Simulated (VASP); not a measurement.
Calculation: r2SCAN meta-GGA, VASP's PBE PAW potentials (set 64) (plane waves; VASP).

Input for VASP

### POSCAR
```
TiTe2
1
    6.7188877535     0.0000000000    -0.0000000000
    0.0000000000     6.7188877535     0.0000000000
    0.0000000000     0.0000000000     6.7188877535
Ti Te
4 8
Direct
  0.0000000000   0.0000000000   0.0000000000
  0.5000000000   0.5000000000   0.0000000000
  0.0000000000   0.5000000000   0.5000000000
  0.5000000000   0.0000000000   0.5000000000
  0.3628305478   0.3628305478   0.3628305478
  0.8628305478   0.1371694522   0.6371694522
  0.6371694522   0.8628305478   0.1371694522
  0.1371694522   0.6371694522   0.8628305478
  0.6371694522   0.6371694522   0.6371694522
  0.1371694522   0.8628305478   0.3628305478
  0.3628305478   0.1371694522   0.8628305478
  0.8628305478   0.3628305478   0.1371694522
```

KPOINTS:
```
Automatic mesh
0
Gamma
4 4 4
0 0 0
```

### INCAR
```
SYSTEM = TiTe2
PREC = Accurate; ENCUT = 400; LREAL = .False.
LASPH = .True.
EDIFF = 1E-6; NELM = 100; ALGO = Normal
LMAXMIX = 4; LMIXTAU = .True.
ISMEAR = 1; SIGMA = 0.1
METAGGA = R2SCAN
IBRION = 2; NSW = 60; ISIF = 3
EDIFFG = -0.02
LWAVE = .False.; LCHARG = .False.
```

POTCAR, in this order: Ti_sv Te (PBE.64 set). Program: vasp_std.

What VASP printed:

File OSZICAR:
```
...
DAV:  17    -0.261640783270E+03   -0.96609E-04   -0.12287E-04  1362   0.736E-02    0.158E-02
DAV:  18    -0.261640799113E+03   -0.15843E-04   -0.27183E-05  1562   0.306E-02    0.599E-03
DAV:  19    -0.261640803020E+03   -0.39072E-05   -0.35438E-06  1154   0.910E-03    0.295E-03
DAV:  20    -0.261640803916E+03   -0.89592E-06   -0.18642E-06   769   0.704E-03
   1 F= -.26164080E+03 E0= -.26164171E+03  d E =-.261641E+03
       N       E                     dE             d eps       ncg     rms          rms(c)
DAV:   1    -0.271552807055E+03   -0.99120E+01   -0.18923E+02  1607   0.967E+01    0.307E+01
DAV:   2    -0.284652039155E+03   -0.13099E+02   -0.43165E+02  1689   0.950E+01    0.221E+01
DAV:   3    -0.264884550937E+03    0.19767E+02   -0.42523E+01  1565   0.323E+01    0.123E+01
DAV:   4    -0.261757684521E+03    0.31269E+01   -0.21328E+01  1689   0.129E+01    0.331E+00
DAV:   5    -0.261884420145E+03   -0.12674E+00   -0.34939E+00  1842   0.505E+00    0.372E+00
DAV:   6    -0.261701660004E+03    0.18276E+00   -0.23635E+00  1747   0.587E+00    0.144E+00
DAV:   7    -0.261709842476E+03   -0.81825E-02   -0.11900E-01  1851   0.140E+00    0.822E-01
DAV:   8    -0.261726390098E+03   -0.16548E-01   -0.21170E-02  1767   0.467E-01    0.846E-01
DAV:   9    -0.261728299045E+03   -0.19089E-02   -0.12333E-01  1650   0.127E+00    0.397E-01
DAV:  10    -0.261732441978E+03   -0.41429E-02   -0.15960E-02  1956   0.427E-01    0.537E-01
DAV:  11    -0.261731286170E+03    0.11558E-02   -0.14053E-03  1727   0.150E-01    0.449E-01
DAV:  12    -0.261729102664E+03    0.21835E-02   -0.69622E-03  1726   0.339E-01    0.209E-01
DAV:  13    -0.261728769985E+03    0.33268E-03   -0.25971E-03  1867   0.141E-01    0.578E-02
DAV:  14    -0.261728763458E+03    0.65274E-05   -0.19002E-04  1786   0.489E-02    0.344E-02
DAV:  15    -0.261728764696E+03   -0.12382E-05   -0.57229E-06  1404   0.151E-02    0.318E-02
DAV:  16    -0.261728759281E+03    0.54150E-05   -0.12012E-05  1483   0.876E-03    0.161E-02
DAV:  17    -0.261728758743E+03    0.53780E-06   -0.63560E-06  1287   0.139E-02
   2 F= -.26172876E+03 E0= -.26173143E+03  d E =-.879548E-01
       N       E                     dE             d eps       ncg     rms          rms(c)
DAV:   1    -0.263189910762E+03   -0.14612E+01   -0.32964E+01  1455   0.398E+01    0.928E+00
DAV:   2    -0.262866638401E+03    0.32327E+00   -0.20296E+01  1608   0.221E+01    0.648E+00
DAV:   3    -0.261993613028E+03    0.87303E+00   -0.95031E+00  1608   0.112E+01    0.352E+00
DAV:   4    -0.261810895323E+03    0.18272E+00   -0.12433E+00  1568   0.510E+00    0.837E-01
DAV:   5    -0.261827897980E+03   -0.17003E-01   -0.22875E-01  1589   0.177E+00    0.802E-01
DAV:   6    -0.261843205069E+03   -0.15307E-01   -0.24150E-02  1408   0.781E-01    0.471E-01
DAV:   7    -0.261842295591E+03    0.90948E-03   -0.20436E-02  1611   0.634E-01    0.180E-01
DAV:   8    -0.261847696905E+03   -0.54013E-02   -0.20379E-02  1380   0.670E-01    0.767E-02
DAV:   9    -0.261850028499E+03   -0.23316E-02   -0.74492E-03  1492   0.385E-01    0.107E-01
DAV:  10    -0.261850346861E+03   -0.31836E-03   -0.27001E-04  1668   0.851E-02    0.885E-02
DAV:  11    -0.261850325159E+03    0.21702E-04   -0.33304E-05  1673   0.205E-02    0.678E-02
DAV:  12    -0.261850450013E+03   -0.12485E-03   -0.22922E-04  1580   0.759E-02    0.194E-02
DAV:  13    -0.261850449592E+03    0.42068E-06   -0.10578E-05  1353   0.188E-02    0.157E-02
DAV:  14    -0.261850452229E+03   -0.26368E-05   -0.15004E-06   804   0.790E-03    0.111E-02
DAV:  15    -0.261850452949E+03   -0.72051E-06   -0.51875E-06  1082   0.923E-03
   3 F= -.26185045E+03 E0= -.26185251E+03  d E =-.209649E+00
       N       E                     dE             d eps       ncg     rms          rms(c)
DAV:   1    -0.261851332169E+03   -0.87994E-03   -0.21544E-02  1479   0.103E+00    0.252E-01
DAV:   2    -0.261851447605E+03   -0.11544E-03   -0.19527E-02  1629   0.649E-01    0.203E-01
DAV:   3    -0.261850426918E+03    0.10207E-02   -0.82304E-03  1590   0.318E-01    0.722E-02
DAV:   4    -0.261850363091E+03    0.63827E-04   -0.53874E-04  1445   0.105E-01    0.149E-02
DAV:   5    -0.261850380722E+03   -0.17631E-04   -0.11601E-04  1567   0.418E-02    0.185E-02
DAV:   6    -0.261850389999E+03   -0.92770E-05   -0.11457E-05  1358   0.182E-02    0.104E-02
DAV:   7    -0.261850396703E+03   -0.67046E-05   -0.89229E-06  1380   0.133E-02    0.439E-03
DAV:   8    -0.261850403197E+03   -0.64933E-05   -0.83967E-06  1249   0.140E-02    0.234E-03
DAV:   9    -0.261850404225E+03   -0.10288E-05   -0.35719E-06   916   0.933E-03    0.178E-03
DAV:  10    -0.261850404721E+03   -0.49537E-06   -0.56039E-07   638   0.508E-03
   4 F= -.26185040E+03 E0= -.26185244E+03  d E =-.209601E+00
       N       E                     dE             d eps       ncg     rms          rms(c)
DAV:   1    -0.261851548288E+03   -0.11441E-02   -0.37237E-02  1262   0.512E-01    0.106E-01
DAV:   2    -0.261851820497E+03   -0.27221E-03   -0.18429E-03  1423   0.113E-01    0.379E-02
DAV:   3    -0.261851825806E+03   -0.53088E-05   -0.64487E-05  1530   0.262E-02    0.268E-02
DAV:   4    -0.261851826421E+03   -0.61501E-06   -0.11880E-05  1419   0.138E-02    0.185E-02
DAV:   5    -0.261851825955E+03    0.46594E-06   -0.14909E-05  1441   0.137E-02    0.347E-03
DAV:   6    -0.261851826300E+03   -0.34478E-06   -0.11448E-06   736   0.653E-03
   5 F= -.26185183E+03 E0= -.26185387E+03  d E =-.142158E-02
       N       E                     dE             d eps       ncg     rms          rms(c)
DAV:   1    -0.261852105405E+03   -0.27945E-03   -0.33517E-01  1262   0.153E+00    0.316E-01
DAV:   2    -0.261854546025E+03   -0.24406E-02   -0.16546E-02  1568   0.336E-01    0.115E-01
DAV:   3    -0.261854595160E+03   -0.49135E-04   -0.60468E-04  1715   0.751E-02    0.803E-02
DAV:   4    -0.261854603492E+03   -0.83325E-05   -0.10304E-04  1819   0.372E-02    0.573E-02
DAV:   5    -0.261854601497E+03    0.19947E-05   -0.12537E-04  1649   0.364E-02    0.997E-03
DAV:   6    -0.261854605878E+03   -0.43811E-05   -0.95181E-06  1278   0.153E-02    0.626E-03
DAV:   7    -0.261854604799E+03    0.10794E-05   -0.33076E-06  1046   0.647E-03    0.541E-03
DAV:   8    -0.261854604667E+03    0.13163E-06   -0.10764E-06   677   0.617E-03
   6 F= -.26185460E+03 E0= -.26185669E+03  d E =-.419995E-02
       N       E                     dE             d eps       ncg     rms          rms(c)
DAV:   1    -0.261843868407E+03    0.10736E-01   -0.13377E+00  1262   0.306E+00    0.623E-01
DAV:   2    -0.261853572445E+03   -0.97040E-02   -0.65720E-02  1567   0.675E-01    0.234E-01
DAV:   3    -0.261853754835E+03   -0.18239E-03   -0.26032E-03  1722   0.159E-01    0.167E-01
DAV:   4    -0.261853768005E+03   -0.13170E-04   -0.35939E-04  1809   0.723E-02    0.131E-01
DAV:   5    -0.261853771647E+03   -0.36413E-05   -0.43779E-04  1649   0.708E-02    0.239E-02
DAV:   6    -0.261853790612E+03   -0.18965E-04   -0.35065E-05  1439   0.288E-02    0.118E-02
DAV:   7    -0.261853788470E+03    0.21415E-05   -0.14166E-05  1571   0.120E-02    0.125E-02
DAV:   8    -0.261853788694E+03   -0.22367E-06   -0.77259E-06  1384   0.124E-02
   7 F= -.26185379E+03 E0= -.26185593E+03  d E =-.338397E-02
       N       E                     dE             d eps       ncg     rms          rms(c)
DAV:   1    -0.261851804288E+03    0.19842E-02   -0.47248E-01  1262   0.182E+00    0.374E-01
DAV:   2    -0.261855186043E+03   -0.33818E-02   -0.23188E-02  1575   0.399E-01    0.131E-01
DAV:   3    -0.261855246662E+03   -0.60620E-04   -0.75605E-04  1699   0.828E-02    0.920E-02
DAV:   4    -0.261855264521E+03   -0.17859E-04   -0.17576E-04  1779   0.504E-02    0.427E-02
DAV:   5    -0.261855262804E+03    0.17172E-05   -0.13536E-04  1665   0.362E-02    0.992E-03
DAV:   6    -0.261855269296E+03   -0.64917E-05   -0.97213E-06  1281   0.159E-02    0.625E-03
DAV:   7    -0.261855270184E+03   -0.88833E-06   -0.56178E-06  1269   0.912E-03
   8 F= -.26185527E+03 E0= -.26185738E+03  d E =-.486546E-02
```

**OUTCAR**
```
------------------------ aborting loop because EDIFF is reached ----------------------------------------
  FORCE on cell =-STRESS in cart. coord.  units (eV):
  Direction    XX          YY          ZZ          XY          YZ          ZX
  --------------------------------------------------------------------------------------
  Total        0.1443806      0.1443806      0.1443806      0.0000000      0.0000000      0.0000000
  in kB        0.7234286      0.7234286      0.7234286      0.0000000      0.0000000      0.0000000
  external PRESSURE =       0.7234286 kB  Pullay stress =       0.0000000 kB
  volume of cell :      319.76
      direct lattice vectors                 reciprocal lattice vectors
     6.838191290 -0.000000000  0.000000000     0.146237500 -0.000000000  0.000000000
     0.000000000  6.838191290 -0.000000000     0.000000000  0.146237500  0.000000000
    -0.000000000 -0.000000000  6.838191290    -0.000000000  0.000000000  0.146237500
 POSITION                                       TOTAL-FORCE (eV/Angst)
 -----------------------------------------------------------------------------------
     -0.00000     -0.00000      0.00000         0.000000      0.000000     -0.000000
      3.41910      3.41910      0.00000         0.000000      0.000000     -0.000000
      0.00000      3.41910      3.41910         0.000000      0.000000     -0.000000
      3.41910     -0.00000      3.41910         0.000000      0.000000     -0.000000
      2.46955      2.46955      2.46955         0.000806      0.000806      0.000806
      5.88864      0.94955      4.36864         0.000806     -0.000806     -0.000806
      4.36864      5.88864      0.94955        -0.000806      0.000806     -0.000806
      0.94955      4.36864      5.88864        -0.000806     -0.000806      0.000806
      4.36864      4.36864      4.36864        -0.000806     -0.000806     -0.000806
      0.94955      5.88864      2.46955        -0.000806      0.000806      0.000806
      2.46955      0.94955      5.88864         0.000806     -0.000806      0.000806
      5.88864      2.46955      0.94955         0.000806      0.000806     -0.000806
 -----------------------------------------------------------------------------------
    total drift:                                0.000000      0.000000     -0.000000
  FREE ENERGIE OF THE ION-ELECTRON SYSTEM (eV)
  ---------------------------------------------------
  free  energy   TOTEN  =      -261.8552701840 eV

  energy  without entropy=     -261.8615888076  energy(sigma->0) =     -261.85737639

 reached required accuracy - stopping structural energy minimisation
```
(Selected blocks of OUTCAR.)

File CONTCAR:
```
TiTe2
   1.00000000000000
     6.8381912896159500   -0.0000000000000000    0.0000000000000000
     0.0000000000000000    6.8381912896159500   -0.0000000000000000
    -0.0000000000000000   -0.0000000000000000    6.8381912896159500
  Ti              Te
     4     8
Direct
     0.0000000000000000    0.0000000000000000    0.0000000000000000
     0.5000000000000000    0.5000000000000000    0.0000000000000000
     0.0000000000000000    0.5000000000000000    0.5000000000000000
     0.5000000000000000    0.0000000000000000    0.5000000000000000
     0.3611405502962685    0.3611405502962685    0.3611405502962685
     0.8611405502962685    0.1388594497037315    0.6388594497037315
     0.6388594497037315    0.8611405502962685    0.1388594497037315
     0.1388594497037315    0.6388594497037315    0.8611405502962685
     0.6388594497037315    0.6388594497037315    0.6388594497037315
     0.1388594497037315    0.8611405502962685    0.3611405502962685
     0.3611405502962685    0.1388594497037315    0.8611405502962685
     0.8611405502962685    0.3611405502962685    0.1388594497037315
```

Energy and stress use the plane-wave basis of the starting cell.

The structure was generated: TiTe2 was put into the pyrite type (Pa-3), which need not be its known phase. This run relaxes it. Symmetry was kept, so distortions that lower it aren't found. The start is the result of an earlier pass.
